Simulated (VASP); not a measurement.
Be3ZnTe4:

```xyz
8
Lattice="-2.8032 2.9162 5.8423 2.8766 -2.9381 5.8901 2.7690 2.9039 -5.8533" Properties=species:S:1:pos:R:3 pbc="T T T"
Be    2.7324    2.8762    0.0122
Be   -0.0727    2.9199    2.7783
Be    2.7697   -0.0337    2.9666
Zn   -2.7385    2.9555    5.7540
Te    1.3928    1.4424   -1.4849
Te    1.2825    1.4551    4.2877
Te    1.4280    4.3189    1.3059
Te    3.9050    1.5637    1.7120
```

The cell was built by a generator and needn't be a form met in nature.

* Program: VASP 6.6.1
* Task: relaxation of cell and atoms
* Functional: PBE
* Potentials or basis: VASP PAW PBE potentials, release 64 (Be, Zn, Te)
* Cutoff: 520 eV
* k mesh: 4 × 4 × 4
* Occupations: gaussian, width 0.05 eV
* Spin: no spin polarisation

At the start: pressure 1.9 GPa; volume 24.09 Å³/atom.

Q: How do energy, volume and symmetry change on relaxing?

A: Over 18 steps the energy falls by 99.8 meV/atom and the volume is 24.36 Å³/atom (+1.1 %); space group I-42m (No. 121, to 0.05 Å).

Step by step:
```tsv
step	energy change (eV)	largest force (eV/Å)	pressure (GPa)	volume (Å³)
1	0.0000	2.4544	1.90	192.73
2	-0.5460	1.0893	-1.35	200.73
3	-0.5572	0.9391	-1.71	202.38
4	-0.7244	0.4786	-0.40	196.06
5	-0.7462	0.4583	0.41	193.07
6	-0.7760	0.2250	0.02	194.36
7	-0.7806	0.2182	-0.09	195.13
8	-0.7907	0.1255	-0.11	195.13
9	-0.7920	0.1181	-0.14	195.13
10	-0.7955	0.0809	0.10	194.29
11	-0.7962	0.0640	0.17	193.82
12	-0.7951	0.0704	0.48	192.90
13	-0.7963	0.0577	0.27	193.61
14	-0.7983	0.0486	0.03	194.47
15	-0.7984	0.0492	0.04	194.58
16	-0.7983	0.0584	-0.02	194.79
17	-0.7983	0.0523	0.03	194.64
18	-0.7987	0.0227	-0.04	194.90
```

Final structure:
```yaml
crystal:
  lattice:
    - [-2.90396, 2.89864, 5.78817]
    - [2.89813, -2.90415, 5.78831]
    - [2.90520, 2.90357, -5.78934]
  atoms:
    - { symbol: Be, position: [0.50003, 0.48352, 0.99031] }
    - { symbol: Be, position: [0.74862, 0.23317, 0.48884] }
    - { symbol: Be, position: [0.24938, 0.73368, 0.48904] }
    - { symbol: Zn, position: [0.00082, 0.98401, 0.99104] }
    - { symbol: Te, position: [0.13317, 0.11768, 0.51856] }
    - { symbol: Te, position: [0.60549, 0.58974, 0.46245] }
    - { symbol: Te, position: [0.86586, 0.37767, 0.98903] }
    - { symbol: Te, position: [0.39395, 0.84896, 0.98817] }
```
